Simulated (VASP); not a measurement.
# A VASP study of BiAs (revTPSS + D4): structure first, properties next, part 4 of 4

Aim: relax BiAs, then compute properties on the relaxed cell. The cell is invented: it takes the structure of COD entry 9008845, GaAs (space group 216 there), with some of its atoms replaced by other elements, volume scaled by an estimate. It may not be a known or stable phase.

VASP 6.6.1, plane waves and PAW; the level of theory is named at each step.

Still holding for the runs below: The k-mesh is coarse for a metal. Spin-orbit coupling is off here; with elements this heavy it splits and shifts levels by tenths of an eV or more.

So far. Step 6 (Band structure (revTPSS + D4)): There is no gap at this level. Step 7 (Total and projected DOS (revTPSS + D4)): The finer mesh and the other smearing move the Fermi level by -0.12 eV from the 7×7×7 run, one measure of the sampling error in the zero of the bands above. Of the states within 0.3 eV of the Fermi level, the largest shares in the PAW spheres are As p 19 % and Bi p 16 %. The rest lies in smaller channels or between the spheres.

### 8. Bands along the symmetry lines (r2SCAN)

This step: r2SCAN; plane waves and PAW (Bi_d, As); invented cell (VASP 6.6.1).

Levels along the symmetry lines show where the bands peak and cross; KPOINTS_OPT computes them in the converged potential. r2SCAN adds the kinetic-energy density, costs more than a GGA and is run with LASPH.

Input file INCAR:

```
SYSTEM = BiAs
PREC = Accurate
ENCUT = 400
EDIFF = 1E-06
NELM = 100
ISMEAR = -1
SIGMA = 0.05
LREAL = .FALSE.
ALGO = Normal
METAGGA = R2SCAN
LASPH = .TRUE.
NBANDS = 22
LORBIT = 11
LWAVE = .FALSE.
LCHARG = .FALSE.
```

Input file POSCAR:

```
BiAs
1.0
    0.0000000000      3.2814000739      3.2814000739
    3.2814000739      0.0000000000      3.2814000739
    3.2814000739      3.2814000739      0.0000000000
Bi As
1 1
Direct
    0.0000000000      0.0000000000      0.0000000000
    0.2500000000      0.2500000000      0.2500000000
```

Input file KPOINTS:

```
Automatic mesh
0
Gamma
7 7 7
0 0 0
```

Input file KPOINTS_OPT:

```
Line mode
16
Line-mode
Reciprocal
  0.00000000   0.00000000   0.00000000 GAMMA
  0.50000000   0.00000000   0.50000000 X

  0.50000000   0.00000000   0.50000000 X
  0.50000000   0.25000000   0.75000000 W

  0.50000000   0.25000000   0.75000000 W
  0.37500000   0.37500000   0.75000000 K

  0.37500000   0.37500000   0.75000000 K
  0.00000000   0.00000000   0.00000000 GAMMA

  0.00000000   0.00000000   0.00000000 GAMMA
  0.50000000   0.50000000   0.50000000 L

  0.50000000   0.50000000   0.50000000 L
  0.62500000   0.25000000   0.62500000 U

  0.62500000   0.25000000   0.62500000 U
  0.50000000   0.25000000   0.75000000 W

  0.50000000   0.25000000   0.75000000 W
  0.50000000   0.50000000   0.50000000 L

  0.50000000   0.50000000   0.50000000 L
  0.37500000   0.37500000   0.75000000 K

  0.62500000   0.25000000   0.62500000 U
  0.50000000   0.00000000   0.50000000 X
```

PAW data sets: Bi_d and As (PBE family, release 64).

On the command line:

```bash
$ mpirun -np 1 vasp_std
```

What it wrote:

```text
[... set-up lines as in an earlier step ...]
 entering main loop
       N       E                     dE             d eps       ncg     rms          rms(c)
DAV:   1     0.888579751957E+02    0.88858E+02   -0.82657E+03   880   0.744E+02
DAV:   2    -0.639620413951E+02   -0.15282E+03   -0.14681E+03   930   0.251E+02
DAV:   3    -0.768615533092E+02   -0.12900E+02   -0.12807E+02  1090   0.769E+01
DAV:   4    -0.772059705910E+02   -0.34442E+00   -0.34428E+00  1036   0.139E+01
DAV:   5    -0.772218176304E+02   -0.15847E-01   -0.15846E-01  1274   0.270E+00    0.267E+00
DAV:   6    -0.726496226090E+02    0.45722E+01   -0.12436E+00  1018   0.125E+01    0.165E+00
DAV:   7    -0.726496646162E+02   -0.42007E-04   -0.14109E-01  1042   0.204E+00    0.838E-01
DAV:   8    -0.726516815532E+02   -0.20169E-02   -0.11657E-02  1074   0.878E-01    0.381E-01
DAV:   9    -0.726529344004E+02   -0.12528E-02   -0.37576E-03  1024   0.346E-01    0.105E-01
DAV:  10    -0.726527579543E+02    0.17645E-03   -0.59600E-04  1146   0.226E-01    0.336E-02
DAV:  11    -0.726527970981E+02   -0.39144E-04   -0.14782E-04  1062   0.855E-02    0.233E-02
DAV:  12    -0.726527987106E+02   -0.16125E-05   -0.36861E-05  1184   0.638E-02    0.459E-03
DAV:  13    -0.726527961521E+02    0.25585E-05   -0.49812E-06  1086   0.245E-02    0.131E-03
DAV:  14    -0.726527963496E+02   -0.19755E-06   -0.34178E-07   632   0.309E-03
   1 F= -.72652796E+02 E0= -.72648539E+02  d E =-.851541E-02
 Start KPOINTS_OPT (optional k-point list driver)
k-point batch [1-20\160]
       N       E                     dE             ncg
DAV:   1    -0.963680435003E+03   -0.73899E+04      880
DAV:   2    -0.408323076429E+04   -0.31196E+04      958
DAV:   3    -0.434246675250E+04   -0.25924E+03     1020
DAV:   4    -0.434930240232E+04   -0.68356E+01     1050
DAV:   5    -0.434959862827E+04   -0.29623E+00     1308
DAV:   6    -0.434960509157E+04   -0.64633E-02     1152
DAV:   7    -0.434960521245E+04   -0.12088E-03     1320
DAV:   8    -0.434960521382E+04   -0.13631E-05      866
DAV:   9    -0.434960521396E+04   -0.13981E-06      764
[...]
k-point batch [141-160\160]
       N       E                     dE             ncg
DAV:   1    -0.131073591508E+04   -0.12412E+05      888
DAV:   2    -0.417542434950E+04   -0.28647E+04      916
DAV:   3    -0.441786470574E+04   -0.24244E+03     1146
DAV:   4    -0.442408001562E+04   -0.62153E+01     1054
DAV:   5    -0.442435824434E+04   -0.27823E+00     1310
DAV:   6    -0.442436252781E+04   -0.42835E-02     1094
DAV:   7    -0.442436266306E+04   -0.13526E-03     1350
DAV:   8    -0.442436266439E+04   -0.13265E-05      854
DAV:   9    -0.442436266448E+04   -0.93028E-07      752
```

It took 8.2 min on 1 MPI rank of AMD EPYC 7R43, shared host; peak memory 0.14 GiB.

From OUTCAR (step 8):

```text
   NELECT =      20.0000    total number of electrons

 E-fermi :   4.0241

 k-point     1 :       0.0000    0.0000    0.0000
  band No.  band energies     occupation
    ...
      6      -9.9546      2.00000
      7      -2.9353      2.00000
      8       2.0811      2.00000
      9       2.0811      2.00000
     10       2.0811      2.00000
     11       4.8553      0.00000
     12       4.8553      0.00000
     13       4.8553      0.00000
     14       8.1854      0.00000
     15      11.9153      0.00000
    ...

  Total        0.9184236      0.9184236      0.9184236      0.0000000      0.0000000      0.0000000
  in kB       20.8231338     20.8231338     20.8231338      0.0000000      0.0000000      0.0000000
  external PRESSURE =      20.8231338 kB  Pullay stress =       0.0000000 kB

  FREE ENERGIE OF THE ION-ELECTRON SYSTEM (eV)
  ---------------------------------------------------
  free  energy   TOTEN  =       -72.6527963496 eV

  energy  without entropy=      -72.6442809401  energy(sigma->0) =      -72.64853864

[... 9 parts as in an earlier step ...]

[... 9 further parts left out ...]
```

At this level the cell is under a pressure of 2.1 GPa, so at these settings it is away from equilibrium.

Numbers from this step:

```
SCF cycles              : 14
irreducible k-points    : 20
free energy (TOTEN)     : -72.6528 eV
energy at zero smearing : -72.6485 eV
Fermi energy            : 4.024 eV
pressure                : 2.082 GPa
```

Electronic bands along the path, in eV, zero at the Fermi level; # counts the bands kept, so #1 is VASP's band 7:

| point | #1 | #2 | #3 | #4 | #5 | #6 | #7 | #8 |
| --- | --- | --- | --- | --- | --- | --- | --- | --- |
| Γ | -6.96 | -1.94 | -1.94 | -1.94 | 0.83 | 0.83 | 0.83 | 4.16 |
| 0.47 of the way | -8.57 | -3.10 | -3.10 | -0.78 | -0.16 | 2.72 | 2.72 | 5.25 |
| X | -11.19 | -3.92 | -3.92 | -0.70 | -0.52 | 5.10 | 5.10 | 6.44 |
| 0.47 of the way | -11.19 | -4.11 | -4.08 | -0.23 | 0.09 | 4.17 | 4.47 | 6.51 |
| W | -11.18 | -4.30 | -4.25 | 0.45 | 1.31 | 2.65 | 3.62 | 6.57 |
| 0.53 of the way | -10.99 | -4.48 | -3.88 | -0.16 | 1.26 | 3.24 | 3.89 | 6.03 |
| K | -10.91 | -4.54 | -3.63 | -0.63 | 1.27 | 3.78 | 4.04 | 5.55 |
| 0.47 of the way | -9.05 | -3.82 | -2.60 | -1.33 | 1.67 | 1.85 | 2.70 | 6.30 |
| Γ | -6.96 | -1.94 | -1.94 | -1.94 | 0.83 | 0.83 | 0.83 | 4.16 |
| 0.47 of the way | -8.25 | -2.45 | -2.45 | -2.30 | 1.55 | 1.55 | 1.92 | 5.80 |
| L | -9.89 | -2.88 | -2.88 | -2.79 | 2.04 | 2.04 | 4.45 | 6.15 |
| 0.53 of the way | -10.24 | -4.29 | -3.24 | -1.06 | 1.81 | 2.88 | 3.67 | 6.15 |
| U | -10.91 | -4.54 | -3.63 | -0.63 | 1.27 | 3.78 | 4.04 | 5.55 |
| 0.53 of the way | -11.02 | -4.46 | -3.94 | -0.05 | 1.25 | 3.13 | 3.84 | 6.14 |
| W | -11.18 | -4.30 | -4.25 | 0.45 | 1.31 | 2.65 | 3.62 | 6.57 |
| 0.47 of the way | -10.35 | -4.37 | -3.44 | -0.69 | 1.68 | 2.93 | 3.66 | 5.92 |
| L | -9.89 | -2.88 | -2.88 | -2.79 | 2.04 | 2.04 | 4.45 | 6.15 |
| 0.47 of the way | -10.16 | -4.17 | -3.17 | -1.23 | 1.82 | 2.70 | 3.80 | 6.34 |
| K | -10.91 | -4.54 | -3.63 | -0.63 | 1.27 | 3.78 | 4.04 | 5.55 |
| jump to U | -10.91 | -4.54 | -3.63 | -0.63 | 1.27 | 3.78 | 4.04 | 5.55 |
| 0.47 of the way | -11.15 | -4.22 | -3.84 | -0.63 | 0.09 | 4.51 | 4.74 | 6.20 |
| X | -11.19 | -3.92 | -3.92 | -0.70 | -0.52 | 5.10 | 5.10 | 6.44 |

Of the projections kept (Bi, As), the largest for each band there; the rest of the weight can lie on other orbitals:

| point | #1 | #2 | #3 | #4 | #5 | #6 | #7 | #8 |
| --- | --- | --- | --- | --- | --- | --- | --- | --- |
| Γ | As 0.51 | As 0.58 | As 0.58 | As 0.58 | Bi 0.70 | Bi 0.70 | Bi 0.70 | Bi 0.64 |
| X | As 0.92 | Bi 0.51 | Bi 0.51 | As 0.72 | Bi 0.76 | Bi 0.54 | Bi 0.54 | As 0.84 |
| W | As 0.92 | Bi 0.55 | As 0.51 | As 0.79 | Bi 0.79 | As 0.70 | Bi 0.81 | As 0.71 |
| K | As 0.65 | Bi 0.53 | Bi 0.50 | As 0.55 | Bi 0.50 | Bi 0.60 | Bi 0.56 | As 0.60 |
| Γ | As 0.51 | As 0.58 | As 0.58 | As 0.58 | Bi 0.70 | Bi 0.70 | Bi 0.70 | Bi 0.64 |
| L | As 0.52 | As 0.52 | As 0.52 | Bi 0.51 | Bi 0.62 | Bi 0.62 | As 0.63 | Bi 0.50 |

The electronic bands as a text plot (rows in eV, shown from -8.0 to 6.9 only):

```
    6.6 | *      ******    *****           **    **   ** **     *
    6.0 |  **   *      *   * ***      *****  *  *  ***  *  *  **
    5.4 |  ***** *      ***          *        **            **  *
    4.8 | *     * **            *   *                          **
    4.1 |*     *   **  **        ***    ****   **     *****  **
    3.5 |     *     *** ***                 **********     ***
    2.9 |    *       ***   ***         *    *    *****     *
    2.3 |   *             *** **      * ****          *****
    1.6 |  *             *   ** *    ***   ****    *****  ****
    1.0 |**          ****     *******          ****           *
    0.4 | **        ***                          ***
   -0.2 |   ********   *                        *   *          **
   -0.8 |   *******     *****                ***     *     ******
   -1.5 | **                 ***            *         *   *
   -2.1 |**                   ********     *           * *
   -2.7 |  **               ** *      ******           ***
   -3.3 |    **          ***  *           * ****     *** *****
   -4.0 |      **********    *             **   ***** *   *   ***
   -4.6 |            ********                *********     ****
   -5.2 |
   -5.8 |
   -6.4 |
   -7.1 |**                      ***
   -7.7 |  *                   **   **
         Γ       X    W  K        Γ      L     U  W     L   K|U X
```

There is no gap at this level.

### 9. Elastic tensor by finite strains (revTPSS + D4)

This step: revTPSS with D4; plane waves and PAW (Bi_d, As); invented cell (VASP 6.6.1).

IBRION = 6 with ISIF = 3 strains the cell both ways at fixed fractional positions, and adds the ions' share afterwards from the force constants. Stress converges slowly with the basis, so the cutoff is raised.

Input file INCAR:

```
SYSTEM = BiAs
PREC = Accurate
ENCUT = 500
EDIFF = 1E-07
NELM = 100
ISMEAR = 1
SIGMA = 0.2
LREAL = .FALSE.
ALGO = Normal
METAGGA = RTPSS
IVDW = 13
VDW_S6 = 1
VDW_S8 = 1.53089454
VDW_A1 = 0.44880597
VDW_A2 = 4.64042317
LASPH = .TRUE.
NBANDS = 16
LORBIT = 11
LWAVE = .FALSE.
LCHARG = .FALSE.
IBRION = 6
NFREE = 2
POTIM = 0.015
ISIF = 3
NSW = 1
```

POSCAR is that of step 8.

Input file KPOINTS:

```
Automatic mesh
0
Gamma
19 19 19
0 0 0
```

On the command line:

```bash
$ mpirun -np 1 vasp_std
```

What it wrote:

```text
[... set-up lines as in an earlier step ...]
 entering main loop
       N       E                     dE             d eps       ncg     rms          rms(c)
DAV:   1     0.193046780724E+03    0.19305E+03   -0.97689E+03  7048   0.121E+03
DAV:   2     0.486710922009E+02   -0.14438E+03   -0.14191E+03  7736   0.328E+02
DAV:   3     0.387860210261E+02   -0.98851E+01   -0.98179E+01  9280   0.934E+01
DAV:   4     0.385951330003E+02   -0.19089E+00   -0.19086E+00  8536   0.150E+01
[...]
DAV:  16     0.434844687600E+02    0.36680E-06   -0.99715E-07  8568   0.495E-03    0.250E-03
DAV:  17     0.434844693339E+02    0.57391E-06   -0.23884E-07  6408   0.346E-03    0.822E-04
DAV:  18     0.434844693754E+02    0.41556E-07   -0.80293E-08  4440   0.157E-03
   1 F= 0.42696324E+02 E0= 0.42696307E+02  d E =0.526285E-04
 Found     2 degrees of freedom:
 Adding 6 more for cell shape distortion
 Finite differences POTIM= 0.01500 DOF=   8
[...]
N       E                     dE             d eps       ncg     rms          rms(c)
DAV:   1     0.434318280716E+02   -0.52641E-01   -0.17104E+00 22248   0.163E+01    0.115E+00
DAV:   2     0.434652411172E+02    0.33413E-01   -0.70275E-02 21976   0.369E+00    0.581E-01
DAV:   3     0.434754739953E+02    0.10233E-01   -0.40897E-02 22672   0.268E+00    0.113E-01
DAV:   4     0.434756430190E+02    0.16902E-03   -0.24374E-03 22400   0.625E-01    0.500E-02
DAV:   5     0.434756790883E+02    0.36069E-04   -0.31237E-04 29048   0.194E-01    0.243E-02
DAV:   6     0.434756863120E+02    0.72237E-05   -0.60855E-05 23280   0.116E-01    0.617E-03
 hard stop encountered!  aborting job ...
 -----------------------------------------------------------------------------
|                                                                             |
|           W    W    AA    RRRRR   N    N  II  N    N   GGGG   !!!           |
|           W    W   A  A   R    R  NN   N  II  NN   N  G    G  !!!           |
|           W    W  A    A  R    R  N N  N  II  N N  N  G       !!!           |
|           W WW W  AAAAAA  RRRRR   N  N N  II  N  N N  G  GGG   !            |
|           WW  WW  A    A  R   R   N   NN  II  N   NN  G    G                |
|           W    W  A    A  R    R  N    N  II  N    N   GGGG   !!!           |
|                                                                             |
|     The electronic self-consistency was not achieved in the given           |
|     number of steps (NELM). The forces and other quantities evaluated       |
|     might not be reliable so examine the results carefully. If you find     |
|     spurious results, we suggest increasing NELM, if you were close to      |
|     convergence or switching to a different ALGO or adjusting the           |
|     density mixing parameters otherwise.                                    |
|                                                                             |
 -----------------------------------------------------------------------------

 soft stop encountered!  aborting job ...
```

Run time: 54 min. Hardware: 1 MPI rank.

The run was stopped at its time limit, by a STOPCAR file.

More ranks or a longer limit would be the way on.

### 10. Summary of results

```json
{"relaxed volume": "35.33 Å³/atom", "relaxed conventional cell a, b, c": "6.563, 6.563, 6.563 Å", "space group after relaxing, within 0.02 Å": "F-43m (No. 216)", "band gap": "none, a metal", "DOS at the Fermi level": "0.850 states/eV/cell", "band gap (r2SCAN)": "none, a metal"}
```

In words: With revTPSS + D4, BiAs relaxes to 35.33 Å³/atom in space group F-43m (held by the symmetry of the run) and comes out as a metal. Not obtained: elastic tensor by finite strains (revTPSS + D4), because the run hit its time limit. Band structure (revTPSS + D4): Of the bands kept, 2 cross the Fermi level on this path. Bands along the symmetry lines (r2SCAN): Of the bands kept, 2 cross the Fermi level on this path. The other levels ran on the cell relaxed with revTPSS + D4, and without spin-orbit coupling unless named. Spin-orbit coupling is left out, and with elements this heavy it would split and shift bands near the Fermi level. The k-sampling is coarse for a metal, so the Fermi level, pressures and the shape of the cell carry errors. No search among competing phases was made. All values are for a static lattice at zero temperature.

[Lines on the potential files, build, host, timing and source positions are cut from VASP's logs without a mark.]

[Logs are printed without paths, hosts, clocks, repeated set-up lines and the standing remarks that a program may print on its own settings, such as how far it seeks lower states.]

[Hosts, paths, dates, database ids (printed as entryN), source tags and the programs' standing remarks are cut or masked in the printed files.]

[A measured line is paired with the nearest computed mode of its activity, which favours agreement.]
